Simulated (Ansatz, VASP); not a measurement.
# TiTe2 in two plane-wave programs

Aim: how closely do two programs agree when they are given the same cell, functional and k mesh?

Program: Ansatz 0.2.0. Level of theory: plane waves, with VASP 6.6.1 beside it; single point at PBEsol. Results are calculated unless marked as measured.

**1. Set-up**

The structure is trigonal, space group P-3m1 (No. 164). The conventional cell has a = 3.777 Å, b = 3.777 Å, c = 6.498 Å, α = 90.00°, β = 90.00°, γ = 120.00°. Te has 3 Ti at 2.77 Å nearest. Nearest to Ti lie 6 Te at 2.77 Å. Farther neighbours and most contacts between anions are not listed.

**2. Ansatz: single point, PBEsol**

Ansatz runs on its default PAW (the set named soft_2) files.

A single point gives forces, pressure and levels at one fixed geometry, so differences don't come from the geometry; what else differs is listed under the comparison.

File input.yaml:

```yaml
crystal:
  lattice:
    - [3.777, 0.0, 0.0]
    - [-1.8885, 3.2709779501, 0.0]
    - [0.0, 0.0, 6.498]
  atoms:
    - { symbol: Te, position: [0.3333333333, 0.6666666667, 0.7372] }
    - { symbol: Te, position: [0.6666666667, 0.3333333333, 0.2628] }
    - { symbol: Ti, position: [0.0, 0.0, 0.0] }
hamiltonian:
  xc: pbesol
  pseudopotentials: { kind: paw }
kpoints:
  mp_grid: { grid: [6, 6, 4] }
scf:
  occupations: { method: gaussian, width: 0.05 }
  n_extra_bands: 4
output:
  forces: true
  stress: true
  eigenvalues: true
```

The run is started by

```sh
> ansatz run input.yaml --threads 2 --pin off --max-ram 4608MiB --backend cpu --events-out ev --progress --plain --runs-dir out
```

Numbers of over 12 decimals in the logs are rounded to 6 here.

What it wrote:

```text
scf.n_extra_bands = 4 over 22 filled bands (N_el = 44.0): the run solves 26 bands
Engine: ansatz 0.2.0, aarch64-unknown-linux-gnu
Pseudopotentials: kind: paw
Pseudopotential: Te, paw, valence charge 16, recommended cutoff 420 eV (normal), Te.paw.azcp
Pseudopotential: Ti, paw, valence charge 12, recommended cutoff 420 eV (normal), Ti.paw.azcp
Functional definition: PBEsol
  exchange = pbesol_x
  correlation = pbesol_c
Crystal: 3 atoms, lattice volume = 80.279 Å³
Basis set: ecut = 420 eV, 1581 PW (Γ), exchange–correlation on 54×54×90 points (8 copies of the dense FFT grid, shifted against one another)
Bands: 26, of which v1, the nominal top of the filled ones, is band 22 counted from 1 (21 counted from 0)
Symmetry: 12 space group operations
Space group: P-3m1 (ITA 164), of the structure as read, at distance tolerance 4.3e-5 Å
k-points: 24 of 144
Non-local potential: Te, projectors of the file, l = 0: 2, l = 1: 2, l = 2: 2, l = 3: 2
Non-local potential: Ti, projectors of the file, l = 0: 3, l = 1: 2, l = 2: 3, l = 3: 1
PAW form: soft (Blöchl's): semilocal exchange-correlation on the pseudo side does not see the compensation charge
PAW frozen core: Te, regenerated for the run's functional, and the local potential with it (the file was generated under x = pbe(κ = 0.804, μ = 0.219515), c = pbe(β = 0.066725))
PAW frozen core: Ti, regenerated for the run's functional, and the local potential with it (the file was generated under x = pbe(κ = 0.804, μ = 0.219515), c = pbe(β = 0.066725))
PAW one-centre angular grid: Te, 590 points (default); XC on 64 Gauss nodes
PAW one-centre angular grid: Ti, 590 points (default); XC on 64 Gauss nodes
Initial density: superposition of atomic densities (neutral atoms: chi_scale 0, normalization atom), corrected by the library's trained network
Initial wavefunctions: pseudopotential atomic-orbital guess
Functional: x = pbesol(κ = 0.804, μ = 0.123457), c = pbesol(β = 0.046)
SCF iter   1: F=—  HF=-16279.059691 eV  |F-HF|=—  |Δ(HF+E_count)|=         —  Δρ=6.37e-3  dr2=4.27e-2  ethr=1.77e-3  ⟨swp⟩=6.0  Hψ=2785  notcnv=0
preconditioner: auto → LDOS  [insulator: Δε(μ)=0.067 eV  Ē_g=6.035 eV  σ=0.050 eV  W_gap=0.66  n_scr=22 (ndim 8)  ℏωp=16.6 eV  f_vac=0.014  D(μ)=1.29/eV (n_scr^D=2)  ε∞_Penn≈8.5  β→1.0]
SCF iter   2: F=—  HF=-16279.060251 eV  |F-HF|=—  |Δ(HF+E_count)|=   5.60e-4  Δρ=7.34e-3  dr2=7.15e-2  ethr=9.71e-5  ⟨swp⟩=2.8  Hψ=1282  notcnv=0  defer=3
SCF iter   3: F=—  HF=-16279.052237 eV  |F-HF|=—  |Δ(HF+E_count)|=   8.01e-3  Δρ=1.37e-3  dr2=3.14e-3  ethr=9.71e-5  ⟨swp⟩=2.3  Hψ=958  notcnv=0  defer=3
SCF iter   4: F=—  HF=-16279.051851 eV  |F-HF|=—  |Δ(HF+E_count)|=   3.86e-4  Δρ=2.53e-4  dr2=5.80e-5  ethr=7.14e-6  ⟨swp⟩=2.2  Hψ=786  notcnv=0  defer=3
SCF iter   5: F=—  HF=-16279.051820 eV  |F-HF|=—  |Δ(HF+E_count)|=   3.09e-5  Δρ=2.91e-5  dr2=1.18e-6  ethr=1.32e-7  ⟨swp⟩=2.4  Hψ=1009  notcnv=0  defer=3
SCF iter   6: F=—  HF=-16279.051820 eV  |F-HF|=—  |Δ(HF+E_count)|=   9.33e-8  Δρ=1.06e-5  dr2=1.17e-7  ethr=2.27e-10  ⟨swp⟩=7.4  Hψ=2984  notcnv=0
SCF iter   7: F=-16279.051820 eV  HF=-16279.051820 eV  |F-HF|=1.33e-8  |Δ(HF+E_count)|=   1.47e-8  Δρ=3.40e-6  dr2=1.78e-8  ethr=2.27e-10  ⟨swp⟩=4.7  Hψ=2006  notcnv=0
SCF 1 converged in 7 iterations: F = -16279.051820 eV  dr2 = 1.78e-8
  greatest PAW one-centre occupation: 0.999 electrons in one spin orbital (limit 2), on the Ti atom at site 2 (counted from 0), in its partial waves of l = 0
SCF converged after 7 iterations
Free energy (F): -16279.051820 eV
Harris-Foulkes:  -16279.051820 eV  (|F-HF|=1.33e-8)
Internal energy: -16279.050224 eV  (E = F + TS)
E sigma→0 (E₀):  -16279.051022 eV
Entropy (-TS):   -0.001596 eV (-0.532 meV/atom)
Fermi energy:    10.111771 eV
--- Per-component energies (eV) ---
  E_band       = -672.086341
  E_kinetic    = 633.335275
  E_local      = -3439.008615  (includes V_loc(G=0)·N_el)
  E_nonlocal   = -605.882581
  E_hartree    = 2000.682527
  E_xc         = -343.856021
  E_vxc        = -330.431906  (∫ρ·V_xc dr)
  E_paw        = -10192.267901  (= ΣΔE_a)
  E_vpaw       = -931.467634  (= ΣTr[D̂ρ^β])
  E_aug_tail   = -0.000232  (compensation charges beyond the density's cutoff)
  E_ewald      = -4332.941691
  E_core_change = 0.889015  (= ΣΔE_core)
  E_smearing   = -0.001596  (= −TS)
  E_closure    = 0.000000  (closes the sum)
  Σ components = -16279.051820   (vs F -16279.051820, Δ=0.00e0)
--- Forces (eV/Å), atoms counted from 1 ---
  atom   1  Te     0.00000000    -0.00000000     0.18035839
  atom   2  Te    -0.00000000     0.00000000    -0.18035839
  atom   3  Ti     0.00000000    -0.00000000     0.00000000
  max |Σ_I F_I| component: 3.47e-18 eV/Å
--- Stress (GPa, compression-positive) ---
       -2.461108       0.000000      -0.000000
        0.000000      -2.461108       0.000000
       -0.000000      -0.000000      -2.288411
  P = ⅓ Tr σ = -2.4035 GPa (-24.035 kbar)
--- Band table (eV; the first three rows and the last of 24) ---
  k-point 0: bands = [... 18 lower, 8.4703, 10.4651, 10.5360, 10.5360, 10.7068, 11.2097, 11.2097, 13.2098]
  k-point 1: bands = [... 18 lower, 8.5057, 9.0974, 10.5299, 10.5299, 11.0416, 11.0416, 11.0702, 13.4329]
  k-point 2: bands = [... 18 lower, 8.5433, 8.5433, 10.5247, 10.5247, 10.8906, 10.8906, 11.1414, 13.6454]
  k-point 23: bands = [... 18 lower, 6.4350, 6.8953, 8.4365, 8.4365, 11.1065, 11.1248, 11.1248, 13.1505]
```

The job ended after 4.6 s (2 threads of Arm Neoverse V1, shared host; peak memory 0.43 GiB; 3.6 s of CPU time).

The run ends at a pressure of -2.40 GPa, with forces up to 0.18 eV/Å.

**3. VASP: single point, PBEsol**

The same cell, functional, mesh and smearing now go to VASP, with its own data sets and cutoff.

Lines of VASP's logs that name or quote its potential files are left out, and so is its time.

File INCAR:

```
SYSTEM = TiTe2
PREC = Accurate
ENCUT = 400
EDIFF = 1E-05
NELM = 100
ISMEAR = 0
SIGMA = 0.05
LREAL = .FALSE.
ALGO = Normal
GGA = PS
NBANDS = 18
LORBIT = 11
LWAVE = .FALSE.
LCHARG = .FALSE.
KPAR = 2
```

File POSCAR:

```
TiTe2
1.0
    3.7770000000      0.0000000000      0.0000000000
   -1.8885000000      3.2709779501      0.0000000000
    0.0000000000      0.0000000000      6.4980000000
Te Ti
2 1
Direct
    0.3333333333      0.6666666667      0.7372000000
    0.6666666667      0.3333333333      0.2628000000
    0.0000000000      0.0000000000      0.0000000000
```

File KPOINTS:

```
Automatic mesh
0
Gamma
6 6 4
0 0 0
```

Potentials, in the order of the species: Te and Ti_sv (PBE family, release 64).

The run is started by

```sh
> mpirun -np 2 vasp_std
```

What it wrote:

```text
[banner, memory and clock lines left out]
running    2 mpi-ranks, on    1 nodes
 distrk:  each k-point on    1 cores,    2 groups
 distr:  one band on    1 cores,    1 groups

 POSCAR found type information on POSCAR TeTi
 POSCAR found :  2 types and       3 ions
|                                                                             |
|               ----> ADVICE to this user running VASP <----                  |
|                                                                             |
|     You enforced a specific xc type in the INCAR file but a different       |
|     [... a line on the potential file left out ...]
|     I HOPE YOU KNOW WHAT YOU ARE DOING!                                     |
|                                                                             |

 LDA part: xc-table for (Slater+PW92), standard interpolation
 POSCAR, INCAR and KPOINTS ok, starting setup
 FFT: planning ... GRIDC
 FFT: planning ... GRID_SOFT
 FFT: planning ... GRID
 WAVECAR not read
 entering main loop
       N       E                     dE             d eps       ncg     rms          rms(c)
DAV:   1     0.157457320501E+03    0.15746E+03   -0.94721E+03   872   0.102E+03
DAV:   2    -0.557710906161E+01   -0.16303E+03   -0.15823E+03   936   0.280E+02
DAV:   3    -0.194174759271E+02   -0.13840E+02   -0.13649E+02  1288   0.794E+01
DAV:   4    -0.198835123612E+02   -0.46604E+00   -0.46071E+00  1098   0.138E+01
DAV:   5    -0.199028636101E+02   -0.19351E-01   -0.19345E-01  1312   0.260E+00    0.123E+01
DAV:   6    -0.199070576262E+02   -0.41940E-02   -0.40042E+01  1036   0.403E+01    0.146E+01
DAV:   7    -0.178082536152E+02    0.20988E+01   -0.34282E+01  1118   0.341E+01    0.546E+00
DAV:   8    -0.175169649161E+02    0.29129E+00   -0.14684E+00  1000   0.870E+00    0.176E+00
DAV:   9    -0.175304515670E+02   -0.13487E-01   -0.32468E-01  1124   0.372E+00    0.159E+00
DAV:  10    -0.175103486895E+02    0.20103E-01   -0.25940E-01  1050   0.376E+00    0.805E-01
DAV:  11    -0.175079915036E+02    0.23572E-02   -0.27927E-02  1006   0.130E+00    0.395E-01
DAV:  12    -0.175077630833E+02    0.22842E-03   -0.24498E-03  1034   0.384E-01    0.249E-01
DAV:  13    -0.175077349055E+02    0.28178E-04   -0.11870E-04  1048   0.863E-02    0.373E-02
DAV:  14    -0.175077367112E+02   -0.18058E-05   -0.69252E-06   570   0.203E-02
   1 F= -.17507737E+02 E0= -.17506929E+02  d E =-.161585E-02
```

OUTCAR, selected parts (step 3):

```text
ion  position               nearest neighbor table
   1  0.333  0.667  0.737-   3 2.77   3 2.77   3 2.77
   2  0.667  0.333  0.263-   3 2.77   3 2.77   3 2.77
   3  0.000  0.000  0.000-   1 2.77   2 2.77   2 2.77   1 2.77   2 2.77   1 2.77

  LATTYP: Found a hexagonal cell.
 ALAT       =     3.7770000000
 C/A-ratio  =     1.7204130262

 Subroutine GETGRP returns: Found 12 space group operations
 (whereof 12 operations were pure point group operations)

The static configuration has the point symmetry D_3d.

 Found     24 irreducible k-points:

   k-points           NKPTS =     24   k-points in BZ     NKDIM =     24   number of bands    NBANDS=     18

   dimension x,y,z NGX =    28 NGY =   28 NGZ =   42
   dimension x,y,z NGXF=    56 NGYF=   56 NGZF=   84

   ENCUT  =  400.0 eV  29.40 Ry    5.42 a.u.   6.16  6.16 10.60*2*pi/ulx,y,z

   NELECT =      24.0000    total number of electrons

 k-points in reciprocal lattice and weights: Automatic mesh
   0.00000000  0.00000000  0.00000000       0.007
   0.16666667  0.00000000  0.00000000       0.042
   0.33333333  0.00000000  0.00000000       0.042
   0.50000000 -0.00000000  0.00000000       0.021
   0.16666667  0.16666667  0.00000000       0.042
   0.33333333  0.16666667  0.00000000       0.083
   0.33333333  0.33333333  0.00000000       0.014
   0.00000000  0.00000000  0.25000000       0.014
   0.16666667  0.00000000  0.25000000       0.042
[...]
0.33333333  0.16666667  0.50000000       0.083
   0.33333333  0.33333333  0.50000000       0.014

 average (electrostatic) potential at core
       1 -87.2312       2 -87.2312       3 -74.5792

 E-fermi :   6.6662

 k-point     1 :       0.0000    0.0000    0.0000
  band No.  band energies     occupation
    ...
      5      -5.7352      2.00000
      6      -4.2284      2.00000
      7       1.4379      2.00000
      8       5.0216      2.00000
      9       5.0216      2.00000
     10       7.0164      0.00000
     11       7.0852      0.00000
     12       7.0852      0.00000
     13       7.2709      0.00000
     14       7.7689      0.00000
    ...

 k-point     2 :       0.1667    0.0000    0.0000
  band No.  band energies     occupation
    ...
      7       1.8105      2.00000
      8       4.3260      2.00000
      9       5.0564      2.00000
     10       5.4526      2.00000
     11       6.4213      2.00000
     12       6.8089      0.00005
     13       6.9654      0.00000
     14       7.7346      0.00000
     15       7.9815      0.00000
     16       9.4378      0.00000
    ...

 k-point     3 :       0.3333    0.0000    0.0000
  band No.  band energies     occupation
    ...
      8       2.8507      2.00000
      9       3.5755      2.00000
     10       5.0327      2.00000
     11       5.3965      2.00000
     12       5.7543      2.00000
     13       6.7831      0.00095
     14       7.8707      0.00000
     15       8.0271      0.00000
     16       9.5700      0.00000
     17       9.9601      0.00000
    ...

  Total       -1.3192675     -1.3192675     -1.2256642      0.0000000      0.0000000     -0.0000000
  in kB      -26.3292885    -26.3292885    -24.4612019      0.0000000      0.0000000     -0.0000000
  external PRESSURE =     -25.7065930 kB  Pullay stress =       0.0000000 kB

  energy-cutoff  :      400.00
  volume of cell :       80.28
      direct lattice vectors                 reciprocal lattice vectors
     3.777000000  0.000000000  0.000000000     0.264760392  0.152859484  0.000000000
    -1.888500000  3.270977950  0.000000000     0.000000000  0.305718967  0.000000000
     0.000000000  0.000000000  6.498000000     0.000000000  0.000000000  0.153893506

 POSITION                                       TOTAL-FORCE (eV/Angst)
 -----------------------------------------------------------------------------------
     -0.00000      2.18065      4.79033        -0.000000      0.000000      0.156391
      1.88850      1.09033      1.70767         0.000000     -0.000000     -0.156391
      0.00000      0.00000      0.00000        -0.000000      0.000000     -0.000000
 -----------------------------------------------------------------------------------
    total drift:                                0.000000     -0.000000     -0.000000

  FREE ENERGIE OF THE ION-ELECTRON SYSTEM (eV)
  ---------------------------------------------------
  free  energy   TOTEN  =       -17.5077367112 eV

  energy  without entropy=      -17.5061208624  energy(sigma->0) =      -17.50692879

 total charge
# of ion       s       p       d       tot
------------------------------------------
    1        1.382   1.986   0.038   3.406
    2        1.382   1.986   0.038   3.406
    3        2.166   6.121   1.875  10.162
--------------------------------------------------
tot          4.931  10.092   1.950  16.973

[... 3 further parts left out ...]
```

This run has no spin polarisation, so a moment on Ti, if there is one, isn't seen. LASPH is off, so gradient terms of the non-spherical density inside the spheres are left out; for open d or f shells this can shift gaps and moments.

**4. Comparison**

Known differences besides the potentials themselves: the data sets hold 44 valence electrons in Ansatz (default PAW (the set named soft_2) files) and 24 in VASP; the cutoff is 420 eV in Ansatz and 400 eV in VASP; Ansatz makes its cores anew for this functional, VASP keeps those of its PBE data sets; VASP leaves aspherical gradient terms in its spheres out (LASPH is not set), Ansatz keeps them. Total energies have different zeros and are not compared.

Both answers:

```csv
quantity,Ansatz,VASP,difference
pressure (GPa),-2.40,-2.57,+0.17
```

Forces (eV/Å; atoms numbered as in POSCAR):

```csv
atom,"Ansatz x, y, z","VASP x, y, z"
Te1,"0.000, 0.000, 0.180","0.000, 0.000, 0.156"
Te2,"0.000, 0.000, -0.180","0.000, 0.000, -0.156"
Ti3,"0.000, 0.000, 0.000","0.000, 0.000, 0.000"
```

The forces differ by 11 meV/Å r.m.s., which is 15.3 % of the r.m.s. force of 0.07 eV/Å (both taken over all components).

**5. What came out**

```
r.m.s. force difference (single point, PBEsol) : 11 meV/Å
```

The r.m.s. force difference is 11 meV/Å (single point, PBEsol), within the 12 meV/Å picked in this series as the mark of a large difference. Such differences can come from data sets, numerical settings and the points named under the comparisons, not from the functional's error against experiment.

[Lines on the potential files, build, host, timing and source positions are cut from VASP's logs without a mark.]

[Logs are printed without paths, hosts, clocks, repeated set-up lines and the standing remarks that a program may print on its own settings, such as how far it seeks lower states.]

[Hosts, paths, dates, database ids (printed as entryN), source tags and the programs' standing remarks are cut or masked in the printed files.]
